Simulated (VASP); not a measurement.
Here is the system:

```
CELL_PARAMETERS angstrom
     -1.67595     1.67595     2.58409
      1.67595    -1.67595     2.58409
      1.67595     1.67595    -2.58409
ATOMIC_POSITIONS crystal
  In 0.00000 0.00000 0.00000
```

Calculation: PBE GGA, VASP's PBE PAW potentials (set 64) (plane waves; VASP 6.6.1). Run with 480 eV cut-off, 14×14×14 Γ-centred mesh, first-order Methfessel-Paxton smearing of 0.10 eV, potentials In_d.

Unless said otherwise, spin-orbit coupling is left out, though it shifts the bands of the heavy elements here.

What does the run give for the energy per atom (σ→0), pressure, band gap (on the k-mesh) with the smallest direct gap where there is one?

| Quantity | Value |
|---|---|
| band gap (on the k-mesh) | none (metal, semimetal or under 0.01 eV) |
| energy per atom (σ→0) | -2.552 eV/atom |
| pressure | -1.78 GPa |

Only differences to runs with the same potentials and settings are physical.

The compound is In in the bct structure. This cell was strained or had an atom moved on purpose.
